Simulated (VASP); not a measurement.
Level of theory: PBE GGA, VASP's PBE PAW potentials (set 64) (plane waves; VASP).

VASP input:

File KPOINTS:
```
Automatic
0
Gamma
  1 1 1
```

**INCAR**
```
SYSTEM = C31OSi31
PREC = Normal
ENCUT = 400
EDIFF = 1E-6
NELM = 100
ALGO = Fast
LREAL = Auto
LASPH = .TRUE.
ISMEAR = 0
SIGMA = 0.05
GGA = PE
LWAVE = .TRUE.
LCHARG = .FALSE.
NELMIN = 4
ISYM = 0
ISPIN = 2
NUPDOWN = 2
MAGMOM = 63*0.0317
LORBIT = 11
LHYPERFINE = .TRUE.
```

POSCAR:
```
C31OSi31
1
    8.7583314357     0.0000000000     0.0000000000
    0.0000000000     8.7583314357     0.0000000000
    0.0000000000     0.0000000000     8.7583314357
Si C O
31 31 1
Direct
  0.4996621032   0.0003860965   0.0001373803
  0.7473849569   0.2491877849   0.0008702567
  0.7474433135   0.0011958488   0.2489280040
  0.9995335235   0.9996951065   0.9994682155
  0.2506548671   0.2492830149   0.0002858910
  0.4994167786   0.4969166253   0.0010178599
  0.7502170294   0.7498130056   0.9999533938
  0.2507540926   0.0004490798   0.2491048087
  0.7537590177   0.5035354284   0.2492332466
  0.4995396016   0.0012819925   0.4966937589
  0.7538018809   0.2494498244   0.5033420746
  0.7502015127   0.0001139062   0.7496655718
  0.0001730162   0.4999718327   0.9999779687
  0.2500567548   0.7492555335   0.9995785772
  0.0010509580   0.2499214428   0.2496740018
  0.2514840040   0.4971132099   0.2490245915
  0.5001453408   0.7508451683   0.2496688908
  0.0002216828   0.0002170545   0.4997421676
  0.2515476826   0.2493549593   0.4966844453
  0.4996855391   0.5035713373   0.5033429812
  0.7501325758   0.7510245889   0.4995639642
  0.2500451925   0.9998487074   0.7489863095
  0.5000806466   0.2499387748   0.7505889290
  0.7500494899   0.4998760953   0.7507655012
  0.9998801766   0.7495145118   0.2492001398
  0.0012461215   0.4998584375   0.4996099075
  0.2503832217   0.7499053931   0.4998131078
  0.9998568696   0.2494253869   0.7492559446
  0.2503457414   0.4999721937   0.7496917055
  0.4996553296   0.7495493187   0.7493231191
  0.0002634846   0.7499931343   0.7497863030
  0.6358933940   0.1126491416   0.1123442208
  0.8721973055   0.3744241170   0.1276962094
  0.8722365029   0.1279339859   0.3742130974
  0.1243256123   0.1242491919   0.1241084182
  0.3630038377   0.3852488509   0.1126092054
  0.6246316256   0.6218822540   0.1277272727
  0.8752651892   0.8739470880   0.1249360826
  0.3632314868   0.1128998390   0.3849188143
  0.8746588113   0.6243644319   0.3756814666
  0.6247080934   0.1279350379   0.6217615505
  0.8746469831   0.3759270707   0.6241701119
  0.8752713397   0.1251566168   0.8736785149
  0.1243029645   0.6249561432   0.1249496283
  0.3745887547   0.8742115700   0.1240646010
  0.1252297199   0.3753218690   0.3749734794
  0.3781679986   0.6220350917   0.3742713715
  0.6256304965   0.8750073822   0.3749570238
  0.1243704260   0.1253060373   0.6246032120
  0.3781769185   0.3744960331   0.6217514316
  0.6261679150   0.6244440828   0.6241582292
  0.8749565640   0.8752245011   0.6243924891
  0.3745627448   0.1243209837   0.8739520599
  0.6255156640   0.3752551055   0.8746929536
  0.8749241036   0.6246113344   0.8749435534
  0.1234834197   0.8731803429   0.3742011920
  0.1254164252   0.6246692280   0.6244882916
  0.3755290541   0.8740914088   0.6246343050
  0.1234322341   0.3743739791   0.8729991414
  0.3754330692   0.6248980388   0.8737751704
  0.6246738012   0.8731124989   0.8729449757
  0.1250355244   0.8746780710   0.8743747230
  0.6445405145   0.3942898785   0.3941181866
```

POTCAR, in this order: Si C O (PBE.64 set). Program: vasp_gam. Read from the step before: WAVECAR.

Output

File OUTCAR:
```
 ion  position               nearest neighbor table
   1  0.500  0.000  0.000-  32 1.83  45 1.90  53 1.90  61 1.92   2 3.08   3 3.08   8 3.08   5 3.08
                            17 3.09  23 3.09  14 3.10  22 3.10  12 3.10   7 3.10  30 3.11
   2  0.747  0.249  0.001-  32 1.83  54 1.89  33 1.91  43 1.92   6 3.07   3 3.07   1 3.08  23 3.08
                            12 3.10  24 3.10   4 3.11  15 3.11   9 3.11  13 3.12  28 3.12
   3  0.747  0.001  0.249-  32 1.83  48 1.89  34 1.91  38 1.92  10 3.07   2 3.07   1 3.08  17 3.08
                             7 3.10  21 3.10   4 3.11  15 3.11  11 3.11  18 3.12  25 3.12
   4  1.000  1.000  0.999-  35 1.89  38 1.90  43 1.90  62 1.90  12 3.09   7 3.09  31 3.09  25 3.10
                            28 3.10  15 3.10   5 3.10   8 3.10  14 3.10  22 3.10   3 3.11   2 3.11
   5  0.251  0.249  0.000-  36 1.83  35 1.90  53 1.90  59 1.92   6 3.07  16 3.08   8 3.08   1 3.08
                            15 3.09  23 3.09   4 3.10  22 3.10  13 3.10  29 3.10  28 3.11
   6  0.499  0.497  0.001-  36 1.83  54 1.89  37 1.91  60 1.92   2 3.07  16 3.07   5 3.07  23 3.08
                            29 3.10  24 3.10  14 3.11  17 3.11   9 3.11   7 3.12  30 3.12
   7  0.750  0.750  1.000-  38 1.89  55 1.90  61 1.90  37 1.93   9 3.07  25 3.09  24 3.09   4 3.09
                            17 3.10  13 3.10  31 3.10   3 3.10  12 3.10   1 3.10  30 3.10   6 3.12
   8  0.251  0.000  0.249-  39 1.83  45 1.90  35 1.90  56 1.92  10 3.07  19 3.07   5 3.08   1 3.08
                            17 3.09  15 3.09  14 3.10   4 3.10  18 3.10  27 3.10  25 3.11
   9  0.754  0.504  0.249-  63 1.85  40 1.86  37 1.87  33 1.87  25 3.05   7 3.07  13 3.07  21 3.08
                            26 3.08  15 3.10  17 3.10   6 3.11   2 3.11  20 3.15  11 3.15
  10  0.500  0.001  0.497-  39 1.83  48 1.89  41 1.91  58 1.92   3 3.07  19 3.07   8 3.07  17 3.08
                            27 3.10  21 3.10  22 3.11  11 3.11  23 3.11  12 3.12  30 3.12
  11  0.754  0.249  0.503-  63 1.85  42 1.86  41 1.87  34 1.87  28 3.05  18 3.07  12 3.07  24 3.08
                            26 3.08  15 3.10  23 3.10  10 3.11   3 3.11   9 3.15  20 3.15
  12  0.750  0.000  0.750-  43 1.89  52 1.90  61 1.90  41 1.93  11 3.07  28 3.09   4 3.09  21 3.09
                            18 3.10  23 3.10  31 3.10   2 3.10   7 3.10   1 3.10  30 3.10  10 3.12
  13  0.000  0.500  1.000-  44 1.89  55 1.90  59 1.90  33 1.93   9 3.07  25 3.09  14 3.09  24 3.09
                            15 3.09   7 3.10  31 3.10  16 3.10  29 3.10   5 3.10  28 3.10   2 3.12
  14  0.250  0.749  1.000-  45 1.89  44 1.90  60 1.90  62 1.90  13 3.09  29 3.09  31 3.09  25 3.10
                            30 3.10  17 3.10   8 3.10   1 3.10   4 3.10  22 3.10  16 3.11   6 3.11
  15  0.001  0.250  0.250-  35 1.89  46 1.90  33 1.90  34 1.90  19 3.08  16 3.08   5 3.09   8 3.09
                            13 3.09  18 3.10  26 3.10   4 3.10   9 3.10  11 3.10   3 3.11   2 3.11
  16  0.251  0.497  0.249-  36 1.83  46 1.89  47 1.91  44 1.92  19 3.07   6 3.07   5 3.08  15 3.08
                            13 3.10  26 3.10  14 3.11  17 3.11  20 3.11  27 3.12  25 3.12
  17  0.500  0.751  0.250-  45 1.89  48 1.90  47 1.90  37 1.90  10 3.08   3 3.08   8 3.09   1 3.09
                             7 3.10  21 3.10  27 3.10  14 3.10   9 3.10  20 3.10  16 3.11   6 3.11
  18  0.000  0.000  0.500-  49 1.89  52 1.90  56 1.90  34 1.93  11 3.07  28 3.09  22 3.09  21 3.09
                            15 3.10  12 3.10  31 3.10  27 3.10  19 3.10   8 3.10  25 3.10   3 3.12
  19  0.252  0.249  0.497-  39 1.83  46 1.89  50 1.91  49 1.92  16 3.07  10 3.07   8 3.07  15 3.08
                            18 3.10  26 3.10  22 3.11  23 3.11  20 3.11  29 3.12  28 3.12
  20  0.500  0.504  0.503-  63 1.85  51 1.86  50 1.87  47 1.87  30 3.05  27 3.07  29 3.07  24 3.08
                            21 3.08  23 3.10  17 3.10  19 3.11  16 3.11   9 3.15  11 3.15
  21  0.750  0.751  0.500-  48 1.89  52 1.89  40 1.90  51 1.90   9 3.08  20 3.08  12 3.09  18 3.09
                            17 3.10  25 3.10  30 3.10  31 3.10   3 3.10  10 3.10  26 3.11  24 3.11
  22  0.250  1.000  0.749-  53 1.89  49 1.90  62 1.90  58 1.90  18 3.09  27 3.09  31 3.09  28 3.10
                            30 3.10  23 3.10   5 3.10   1 3.10   4 3.10  14 3.10  10 3.11  19 3.11
  23  0.500  0.250  0.751-  53 1.89  54 1.90  50 1.90  41 1.90   6 3.08   2 3.08   1 3.09   5 3.09
                            29 3.10  24 3.10  12 3.10  22 3.10  20 3.10  11 3.10  19 3.11  10 3.11
  24  0.750  0.500  0.751-  54 1.89  55 1.89  51 1.90  42 1.90  20 3.08  11 3.08   7 3.09  13 3.09
                            23 3.10  30 3.10  28 3.10  31 3.10   2 3.10   6 3.10  21 3.11  26 3.11
  25  1.000  0.750  0.249-  56 1.88  44 1.89  38 1.89  40 1.91   9 3.05  13 3.09   7 3.09  14 3.10
                             4 3.10  26 3.10  21 3.10  27 3.10  18 3.10   8 3.11  16 3.12   3 3.12
  26  0.001  0.500  0.500-  46 1.89  57 1.89  40 1.90  42 1.90  11 3.08   9 3.08  29 3.09  27 3.09
                            15 3.10  25 3.10  28 3.10  31 3.10  19 3.10  16 3.10  21 3.11  24 3.11
  27  0.250  0.750  0.500-  58 1.89  57 1.90  56 1.90  47 1.93  20 3.07  30 3.09  22 3.09  26 3.09
                            29 3.10  17 3.10  31 3.10  18 3.10  10 3.10  25 3.10   8 3.10  16 3.12
  28  1.000  0.249  0.749-  59 1.88  43 1.89  49 1.89  42 1.91  11 3.05  18 3.09  12 3.09  22 3.10
                             4 3.10  26 3.10  24 3.10  29 3.10  13 3.10   5 3.11   2 3.12  19 3.12
  29  0.250  0.500  0.750-  60 1.89  57 1.90  59 1.90  50 1.93  20 3.07  30 3.09  14 3.09  26 3.09
                            23 3.10  27 3.10  31 3.10   6 3.10  13 3.10  28 3.10   5 3.10  19 3.12
  30  0.500  0.750  0.749-  61 1.88  60 1.89  58 1.89  51 1.91  20 3.05  27 3.09  29 3.09  14 3.10
                            22 3.10  24 3.10  21 3.10  12 3.10   7 3.10   1 3.11   6 3.12  10 3.12
  31  0.000  0.750  0.750-  62 1.89  57 1.90  55 1.90  52 1.90   4 3.09  14 3.09  22 3.09  27 3.10
                            29 3.10  12 3.10  13 3.10   7 3.10  18 3.10  26 3.10  24 3.10  21 3.10
  32  0.636  0.113  0.112-   2 1.83   3 1.83   1 1.83
  33  0.872  0.374  0.128-   9 1.87  15 1.90   2 1.91  13 1.93
  34  0.872  0.128  0.374-  11 1.87  15 1.90   3 1.91  18 1.93
  35  0.124  0.124  0.124-   4 1.89  15 1.89   5 1.90   8 1.90
  36  0.363  0.385  0.113-   6 1.83  16 1.83   5 1.83
  37  0.625  0.622  0.128-   9 1.87  17 1.90   6 1.91   7 1.93
  38  0.875  0.874  0.125-  25 1.89   7 1.89   4 1.90   3 1.92
  39  0.363  0.113  0.385-  10 1.83  19 1.83   8 1.83
  40  0.875  0.624  0.376-   9 1.86  26 1.90  21 1.90  25 1.91
  41  0.625  0.128  0.622-  11 1.87  23 1.90  10 1.91  12 1.93
  42  0.875  0.376  0.624-  11 1.86  26 1.90  24 1.90  28 1.91
  43  0.875  0.125  0.874-  28 1.89  12 1.89   4 1.90   2 1.92
...
```

File OSZICAR:
```
       N       E                     dE             d eps       ncg     rms          rms(c)
DAV:   1    -0.466831554027E+03   -0.46683E+03   -0.91805E-06   688   0.112E-02    0.248E-03
RMM:   2    -0.466831553472E+03    0.55556E-06   -0.28370E-06   435   0.426E-03    0.155E-03
RMM:   3    -0.466831553333E+03    0.13847E-06   -0.20750E-06   532   0.232E-03    0.665E-04
RMM:   4    -0.466831553361E+03   -0.27772E-07   -0.33489E-07   454   0.123E-03
   1 F= -.46683155E+03 E0= -.46683155E+03  d E =-.606978E-18  mag=     2.0000
```

**OUTCAR**
```
------------------------ aborting loop because EDIFF is reached ----------------------------------------
  FORCE on cell =-STRESS in cart. coord.  units (eV):
  Direction    XX          YY          ZZ          XY          YZ          ZX
  --------------------------------------------------------------------------------------
  Total       -4.7172956     -4.7169529     -4.7071598      3.0025577      3.0340607      3.0283245
  in kB      -11.2496639    -11.2488466    -11.2254923      7.1604087      7.2355362      7.2218567
  external PRESSURE =     -11.2413343 kB  Pullay stress =       0.0000000 kB
  volume of cell :      671.84
      direct lattice vectors                 reciprocal lattice vectors
     8.758331436  0.000000000  0.000000000     0.114176999  0.000000000  0.000000000
     0.000000000  8.758331436  0.000000000     0.000000000  0.114176999  0.000000000
     0.000000000  0.000000000  8.758331436     0.000000000  0.000000000  0.114176999
 POSITION                                       TOTAL-FORCE (eV/Angst)
 -----------------------------------------------------------------------------------
      4.37621      0.00338      0.00120        -0.019299     -0.000043     -0.000192
      6.54585      2.18247      0.00762        -0.006268      0.007774     -0.002252
      6.54636      0.01047      2.18019        -0.006094     -0.002979     -0.000779
      8.75425      8.75566      8.75367        -0.002550      0.003639      0.002325
      2.19532      2.18330      0.00250        -0.009422     -0.016392     -0.010212
      4.37406      4.35216      0.00891         0.001862     -0.001025     -0.005084
      6.57065      6.56711      8.75792         0.005117      0.010702      0.005562
      2.19619      0.00393      2.18174        -0.013593     -0.001596     -0.015305
      6.60167      4.41013      2.18287         0.008188      0.000021      0.000981
      4.37513      0.01123      4.35021         0.002571     -0.004300     -0.002859
      6.60205      2.18476      4.40844         0.004732      0.002385      0.004617
      6.57051      0.00100      6.56582         0.010030      0.009065      0.004779
      0.00152      4.37892      8.75814         0.000607      0.001158     -0.001600
      2.19008      6.56223      8.75464        -0.002263     -0.000661     -0.014186
      0.00920      2.18889      2.18673         0.011916     -0.012266     -0.009400
      2.20258      4.35388      2.18104         0.005180     -0.014246     -0.012214
      4.38044      6.57615      2.18668        -0.002966      0.013404     -0.004592
      0.00194      0.00190      4.37691         0.000324     -0.000643      0.006369
      2.20314      2.18393      4.35013         0.007414     -0.021968     -0.009064
      4.37641      4.41044      4.40844         0.011870      0.009486      0.004744
      6.56991      6.57772      4.37535         0.003432      0.012023      0.010883
      2.18998      8.75701      6.55987         0.003732     -0.009243     -0.005280
      4.37987      2.18905      6.57391         0.002867     -0.015022      0.012897
      6.56918      4.37808      6.57545         0.009901     -0.000308      0.008669
      8.75728      6.56450      2.18258        -0.005842      0.009698     -0.005323
      0.01091      4.37793      4.37575         0.013974     -0.001218      0.005170
      2.19294      6.56792      4.37753         0.009379      0.014563      0.005502
      8.75708      2.18455      6.56223        -0.000884     -0.004331      0.007241
      2.19261      4.37892      6.56605         0.008502      0.003899      0.013966
      4.37615      6.56480      6.56282        -0.009528      0.003471     -0.000703
      0.00231      6.56869      6.56688        -0.004565      0.006641      0.002326
      5.56937      0.98662      0.98395        -0.024561      0.001025      0.007984
      7.63899      3.27933      1.11841        -0.010772      0.007244      0.011202
      7.63934      1.12049      3.27748        -0.010117      0.013933      0.004042
      1.08888      1.08822      1.08698        -0.000216     -0.000745     -0.004470
      3.17931      3.37414      0.98627         0.003918      0.001029      0.008762
      5.47073      5.44665      1.11868         0.002355     -0.005466      0.007544
      7.66586      7.65432      1.09423        -0.007222     -0.005006      0.010718
      3.18130      0.98881      3.37125        -0.012327      0.010525      0.002652
      7.66055      5.46839      3.29034         0.003531      0.004099     -0.001517
      5.47140      1.12050      5.44559        -0.005788      0.009557     -0.010962
      7.66045      3.29249      5.46669         0.004741      0.002797      0.000086
      7.66592      1.09616      7.65197        -0.008199      0.011214      0.002950
      1.08869      5.47357      1.09435        -0.001048     -0.007048      0.017435
      3.28077      7.65663      1.08660         0.001314     -0.015021     -0.002271
      1.09680      3.28719      3.28414         0.003606      0.005300      0.001075
      3.31212      5.44799      3.27799         0.009703     -0.015531     -0.002023
      5.47948      7.66360      3.28400        -0.001357     -0.002574     -0.002578
      1.08928      1.09747      5.47048        -0.001502      0.009388     -0.007285
      3.31220      3.27996      5.44551         0.003479      0.002067     -0.013335
      5.48419      5.46909      5.46658         0.003436      0.000308     -0.001937
      7.66316      7.66551      5.46864         0.002754     -0.002855      0.000356
      3.28054      1.08884      7.65436        -0.001532     -0.001916     -0.006524
      5.47847      3.28661      7.66085         0.001425     -0.000690      0.001709
      7.66288      5.47055      7.66305        -0.000731      0.002724      0.002778
      1.08151      7.64760      3.27738         0.001588      0.002602     -0.018792
      1.09844      5.47106      5.46948         0.004463     -0.003863     -0.010281
      3.28901      7.65558      5.47075         0.006012     -0.002800     -0.001122
      1.08106      3.27889      7.64602         0.003902     -0.016530     -0.001870
      3.28817      5.47306      7.65281         0.015733     -0.005587      0.006287
      5.47110      7.64701      7.64554        -0.016668      0.002559      0.003831
      1.09510      7.66072      7.65806        -0.011755     -0.008559     -0.003822
      5.64510      3.45332      3.45182         0.003514      0.006131      0.002388
 -----------------------------------------------------------------------------------
    total drift:                               -0.049473     -0.038053     -0.052961
  FREE ENERGIE OF THE ION-ELECTRON SYSTEM (eV)
  ---------------------------------------------------
  free  energy   TOTEN  =      -466.8315533610 eV

  energy  without entropy=     -466.8315533610  energy(sigma->0) =     -466.83155336

 total charge

# of ion       s       p       d       tot
------------------------------------------
    1        0.699   0.971   0.000   1.670
    2        0.700   0.973   0.000   1.672
    3        0.700   0.973   0.000   1.672
    4        0.699   0.962   0.000   1.661
    5        0.699   0.971   0.000   1.670
    6        0.700   0.972   0.000   1.672
    7        0.698   0.953   0.000   1.652
    8        0.699   0.971   0.000   1.670
    9        0.703   0.914   0.000   1.617
   10        0.700   0.972   0.000   1.672
   11        0.703   0.914   0.000   1.617
   12        0.698   0.953   0.000   1.652
   13        0.698   0.953   0.000   1.652
   14        0.699   0.962   0.000   1.661
   15        0.699   0.965   0.000   1.664
   16        0.700   0.972   0.000   1.672
   17        0.699   0.965   0.000   1.663
   18        0.698   0.953   0.000   1.652
   19        0.700   0.972   0.000   1.672
   20        0.703   0.914   0.000   1.617
   21        0.699   0.967   0.000   1.666
...
```
(Selected blocks of OUTCAR.)

At this cut-off the stress carries a Pulay error, which pulls relaxed volumes low.  The supercell is sampled at Γ alone, which is coarse: total energies, pressure and levels can be off, energies of defects by several tenths of an eV.

The cell is a supercell with a defect, built from SiC (zinc blende): O_C-vac_Si.
